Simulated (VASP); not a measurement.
An input for Ansatz (written as the equivalent of a VASP run, and not itself run):

Ansatz 0.2 input:
```yaml
crystal:
  lattice:
    - [5.6465810, 0.0000000, 0.0000000]
    - [0.0000000, 5.6465810, 0.0000000]
    - [0.0000000, 0.0000000, 5.6465810]
  atoms:
    - { symbol: N, position: [0.0574000, 0.0574000, 0.0574000] }
    - { symbol: N, position: [0.9426000, 0.9426000, 0.9426000] }
    - { symbol: N, position: [0.4426000, 0.9426000, 0.5574000] }
    - { symbol: N, position: [0.5574000, 0.0574000, 0.4426000] }
    - { symbol: N, position: [0.5574000, 0.4426000, 0.9426000] }
    - { symbol: N, position: [0.4426000, 0.5574000, 0.0574000] }
    - { symbol: N, position: [0.9426000, 0.5574000, 0.4426000] }
    - { symbol: N, position: [0.0574000, 0.4426000, 0.5574000] }
kpoints:
  mp_grid: { grid: [5, 5, 5], shift: [0.5, 0.5, 0.5] }
hamiltonian:
  xc: revpbe
  pseudopotentials: { kind: paw }
scf:
  occupations: { method: gaussian, width: 0.01 }
  max_iter: 100
output: { forces: true, stress: true, eigenvalues: true }
```

Task: Translate this input to VASP (INCAR, KPOINTS, POSCAR, choice of POTCAR).

Result: Several could match; the one computed here: 
### INCAR
```
# general
SYSTEM  =  N2
PREC    =  Accurate
ENCUT   =  400
LREAL   =  .False.
LASPH   =  .True.

# electronic loop
EDIFF   =  1E-6
NELM    =  100
ALGO    =  Normal

# smearing
ISMEAR  =  0
SIGMA   =  0.01

# functional
GGA     =  RE

# ions
ISIF    =  2

# output
LWAVE   =  .False.
LCHARG  =  .False.
```

### POSCAR
```
N2
5.6465810
  1.0000000000   0.0000000000   0.0000000000
  0.0000000000   1.0000000000   0.0000000000
  0.0000000000   0.0000000000   1.0000000000
N
8
Cart
  0.0574000000   0.0574000000   0.0574000000
  0.9426000000   0.9426000000   0.9426000000
  0.4426000000   0.9426000000   0.5574000000
  0.5574000000   0.0574000000   0.4426000000
  0.5574000000   0.4426000000   0.9426000000
  0.4426000000   0.5574000000   0.0574000000
  0.9426000000   0.5574000000   0.4426000000
  0.0574000000   0.4426000000   0.5574000000
```

### KPOINTS
```
Automatic mesh
0
Gamma
5 5 5
0.5 0.5 0.5
```

POTCAR, in this order: N (PBE.64 set). Program: vasp_std.

Limits of the translation: each code has its own PAW files, so the cut-off isn't converted (ENCUT is set for VASP's; basis.ecutwfc is left out, and Ansatz then takes the one that its files recommend); Ansatz stops its SCF on the density residual and VASP on the energy change (EDIFF).

The structure comes from a computed database's N2 entry; how it stands against other phases isn't given here. The cell was not relaxed at this level, and its volume differs by +9.3 % from the start's.
